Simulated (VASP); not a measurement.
The input files of a VASP run:

### INCAR
```
SIGMA = 0.2
NELM = 100
ISMEAR = 0
ALGO = Normal   ! blocked Davidson
LASPH = .True.
EDIFF = 1E-6   ! SCF stop (eV)
LCHARG = .False.
SYSTEM = MgCl2
ENCUT = 300   ! plane-wave cut-off (eV)
ISIF = 2
PREC = Accurate
GGA = PE   ! PBE
LWAVE = .False.
LREAL = .False.   ! projection in real space or not
```

**KPOINTS**
```
K-points
0
G
5 5 1
0 0 0
```

**POSCAR**
```
MgCl2
1
    3.1900550000     0.0000000000     0.0000000000
   -1.5950280000     2.7626690000     0.0000000000
    0.0000000000     0.0000000000    12.4080130000
Mg Cl
2 4
Direct
  0.3345370000   0.6571100000   0.2518700000
  0.6734800000   0.3413980000   0.7506300000
  0.3333200000   0.6768870000   0.6255020000
  0.6625980000   0.3326990000   0.1271340000
  0.6679490000   0.3256430000   0.3721340000
  0.3281160000   0.6662630000   0.8727310000
```

POTCAR, in this order: Mg Cl (PBE.64 set). Program: vasp_std.

Q: Translate this PBE calculation to Ansatz.

A: One equivalent input (not run):
Ansatz 0.2 input:
```yaml
crystal:
  lattice:
    - [3.1900550, 0.0000000, 0.0000000]
    - [-1.5950280, 2.7626690, 0.0000000]
    - [0.0000000, 0.0000000, 12.4080130]
  atoms:
    - { symbol: Mg, position: [0.3345370, 0.6571100, 0.2518700] }
    - { symbol: Mg, position: [0.6734800, 0.3413980, 0.7506300] }
    - { symbol: Cl, position: [0.3333200, 0.6768870, 0.6255020] }
    - { symbol: Cl, position: [0.6625980, 0.3326990, 0.1271340] }
    - { symbol: Cl, position: [0.6679490, 0.3256430, 0.3721340] }
    - { symbol: Cl, position: [0.3281160, 0.6662630, 0.8727310] }
kpoints:
  mp_grid: { grid: [5, 5, 1] }
hamiltonian:
  xc: pbe
  pseudopotentials: { kind: paw }
scf:
  occupations: { method: gaussian, width: 0.2 }
  max_iter: 100
output: { forces: true, stress: true, eigenvalues: true }
```
What does not carry over: each code has its own PAW files, so the cut-off isn't converted (ENCUT is set for VASP's; basis.ecutwfc is left out, and Ansatz then takes the one that its files recommend); Ansatz stops its SCF on the density residual and VASP on the energy change (EDIFF).

The structure was generated: MgCl2 was put into an ordered model structure, which need not be its known phase. The cell was not relaxed at this level, atoms are displaced from their ideal sites. The k-mesh is coarse (spacing up to 0.51 per Å, 2π included), so the numbers may not be converged in it.
